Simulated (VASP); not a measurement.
Runs of VASP 6.6.1 on Zn. The structure is hexagonal, space group P6_3/mmc (No. 194). Conventional cell: a = 2.593 Å, b = 2.593 Å, c = 4.919 Å, α = 90.00°, β = 90.00°, γ = 120.00°. Zn (site symmetry -6m2) is surrounded by 12 Zn at 2.59 to 2.88 Å. 

```csv
level,k mesh,cutoff (eV),smearing,gap on the mesh (eV),pressure (GPa)
PBEsol,18 × 18 × 10,900,gaussian 0.1 eV,none,0.1
PBEsol,18 × 18 × 10,700,gaussian 0.1 eV,none,0.1
r2SCAN,18 × 18 × 10,520,gaussian 0.1 eV,none,(a)
PBEsol,18 × 18 × 10,520,gaussian 0.5 eV,none,0.3
PBEsol,27 × 27 × 14,520,gaussian 0.1 eV,none,0.2
```

Alike in all rows: task single point; potentials or basis VASP PAW PBE potentials, release 64 (Zn); no spin polarisation; cell as given.

Fill in the values left out.

(a) 1.5.

Caveats: the PAW data sets were made with another functional, which shifts forces and pressure a little.

A k mesh can miss the band edges.

A gap of «none» marks a metal or a gap under the smearing width.

Not every run made on this cell is shown here.
